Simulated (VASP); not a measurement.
```xyz
3
Lattice="0.0000 2.7068 2.7068 2.7068 0.0000 2.7068 2.7068 2.7068 0.0000" Properties=species:S:1:pos:R:3 pbc="T T T"
Ce     0.0000     0.0000     0.0000
O      1.3534     1.3534     1.3534
O      4.0601     4.0601     4.0601
```

Computed with PBE GGA, VASP's PBE PAW potentials (set 64) (plane waves; VASP). Run with 620 eV cut-off, 7×7×7 Γ-centred mesh, Gaussian smearing of 0.050 eV, potentials Ce O.

Energy and stress use the plane-wave basis of the starting cell.

Question: The ions, cell shape and volume at an external pressure of 10.0 GPa are relaxed. What does this cell relax into?

Answer: 
```xyz
3
Lattice="0.0000 2.6853 2.6853 2.6853 0.0000 2.6853 2.6853 2.6853 0.0000" Properties=species:S:1:pos:R:3 pbc="T T T"
Ce     0.0000     0.0000     0.0000
O      1.3426     1.3426     1.3426
O      4.0279     4.0279     4.0279
```
Space group Fm-3m (225), at a tolerance of 0.03 Å.

Question: How do energy and volume change from the first to the last step?

Answer: The energy (σ→0) changes by +14.5 meV/atom and the volume by -2.4 %, in 3 ionic steps.

The compound is CeO2 in the fluorite structure. This run relaxes it under an external pressure of 10 GPa. Symmetry was kept, so distortions that lower it aren't found. The run is not spin-polarised, so no magnetic state was tried.
